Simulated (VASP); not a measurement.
Calculation: PBEsol GGA, VASP's PBE PAW potentials (set 64) (plane waves; VASP 6.6.1).

VASP ran on this input.

### INCAR
```
SYSTEM = MgS
PREC = Accurate
ENCUT = 400
EDIFF = 1E-7
NELM = 100
ALGO = Normal
LREAL = .FALSE.
LASPH = .TRUE.
ISMEAR = -5
GGA = PS
LWAVE = .FALSE.
LCHARG = .TRUE.
LORBIT = 11
NEDOS = 601
ISIF = 2
LEFG = .TRUE.
```

File POSCAR:
```
MgS
1
    4.0225140347     0.0000000000     0.0000000000
   -2.0112570174     3.4835994098     0.0000000000
    0.0000000000     0.0000000000     6.4342294094
Mg S
2 2
Direct
  0.3333330000   0.6666670000   0.9969486710
  0.6666670000   0.3333330000   0.4969486710
  0.3333330000   0.6666670000   0.3780513290
  0.6666670000   0.3333330000   0.8780513290
```

### KPOINTS
```
Automatic mesh
0
Gamma
7 7 4
0 0 0
```

POTCAR, in this order: Mg S (PBE.64 set). Program: vasp_std.

Problem. Estimate the energy per atom (σ→0).

Solution. 
```
Item                           Result
---------------------  --------------
energy per atom (σ→0)  -4.468 eV/atom
```

**OSZICAR**
```
...
DAV:   8    -0.178720246379E+02   -0.52119E-02   -0.18471E-02   652   0.116E+00    0.893E-01
DAV:   9    -0.178712977976E+02    0.72684E-03   -0.14520E-03   736   0.285E-01    0.211E-01
DAV:  10    -0.178716957867E+02   -0.39799E-03   -0.52102E-04   628   0.155E-01    0.196E-02
DAV:  11    -0.178717132977E+02   -0.17511E-04   -0.22245E-05   712   0.326E-02    0.300E-02
DAV:  12    -0.178717141437E+02   -0.84605E-06   -0.70357E-06   672   0.150E-02    0.151E-02
DAV:  13    -0.178717143408E+02   -0.19707E-06   -0.25814E-06   720   0.863E-03    0.803E-04
DAV:  14    -0.178717142907E+02    0.50123E-07   -0.44945E-08   440   0.160E-03
   1 F= -.17871714E+02 E0= -.17871714E+02  d E =0.000000E+00
```

The structure was generated: MgS was put into the wurtzite type (P6_3mc), which need not be its known phase. It was relaxed first.
